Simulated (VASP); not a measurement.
Crystal: Zn2SnO3.

```xyz
6
Lattice="-2.5356 2.5356 3.3949 2.5356 -2.5356 3.3949 2.5356 2.5356 -3.3949" Properties=species:S:1:pos:R:3 pbc="T T T"
Zn    0.0000    2.5356    1.6975
Zn    2.5356    0.0000    1.6975
Sn    0.0000    0.0000    3.3949
O     0.0000    0.0000    5.0758
O     0.0000    0.0000    1.7141
O     0.0000    0.0000    0.0000
```

The cell was built by a generator and needn't be a form met in nature.

```yaml
Program: VASP 6.6.1
Task: relaxation of cell and atoms
Functional: PBE
Potentials_or_basis: VASP PAW PBE potentials, release 64 (Zn, Sn_d, O)
Cutoff: 520 eV
k_mesh: 4 × 4 × 4
Occupations: gaussian, width 0.15 eV
Spin: no spin polarisation
```

At the start: pressure 30.4 GPa; volume 14.55 Å³/atom.

Problem. Where does the relaxation end?

Solution. Over 16 steps the energy falls by 1337.2 meV/atom and the volume is 13.06 Å³/atom (-10.3 %); space group I4/mmm (No. 139, to 0.05 Å).

The path:
```csv
step,energy change (eV),largest force (eV/Å),pressure (GPa),volume (Å³)
1,0.0000,9.6727,30.37,87.31
2,-1.3477,1.3250,-14.89,123.32
3,-3.3962,2.0687,-5.21,102.25
4,-3.4162,2.0117,-4.46,101.60
5,-3.4428,1.8399,-3.40,100.11
6,-4.2642,0.8393,-6.15,97.01
7,-6.0869,0.9992,-7.49,88.07
8,-3.3351,2.6957,52.83,65.60
9,-7.1427,1.1873,-6.00,83.80
10,-7.7228,1.0891,7.02,75.02
11,-7.8712,1.1691,-0.39,78.43
12,-7.8881,1.1374,1.50,77.57
13,-8.0122,0.0630,-2.02,79.52
14,-8.0129,0.1345,-2.03,79.39
15,-8.0003,0.2778,3.38,76.72
16,-8.0230,0.0233,-0.22,78.34
```

Final structure:
```
Zn Sn O
1.0
    -1.99668    1.99668    4.91261
     1.99668   -1.99668    4.91261
     1.99668    1.99668   -4.91261
Zn Sn O
2 1 3
Cartesian
  0.0000 1.9967 2.4563
  1.9967 0.0000 2.4563
  0.0000 0.0000 4.9126
  0.0000 0.0000 7.1522
  0.0000 0.0000 2.6730
  0.0000 0.0000 0.0000
```

Caveat: the k mesh is coarse (spacing up to 0.44 Å⁻¹), so the values aren't converged; the relaxation stopped at a loose force limit of 0.08 eV/Å, so its end isn't a converged minimum.
